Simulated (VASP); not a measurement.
Data:

```
Dy
1.0
    1.78771    -3.09641     0.00000
    1.78771     3.09641     0.00000
    0.00000     0.00000     5.50694
Dy
2
Direct
  0.33333   0.66667   0.25000
  0.66667   0.33333   0.75000
```

All values below come from PBE GGA, VASP's PBE PAW potentials (set 64) (plane waves; VASP 6.6.1). Numerical set-up: 480 eV cut-off, 10×10×6 Γ-centred mesh, first-order Methfessel-Paxton smearing of 0.10 eV, potentials Dy_3.

The 4f electrons are frozen in the core of the lanthanide potential, so 4f levels, which can set the real gap, and their magnetism are missing.

What does the run give for the energy per atom (σ→0), pressure, band gap (on the k-mesh) with the smallest direct gap where there is one?

```
Item                                                        Result
------------------------  ----------------------------------------
band gap (on the k-mesh)  none (metal, semimetal or under 0.01 eV)
energy per atom (σ→0)                               -4528 meV/atom
pressure                                                  2.12 GPa
```

Only differences to runs with the same potentials and settings are physical.

The compound is Dy in the hcp structure. This cell was strained or had an atom moved on purpose.
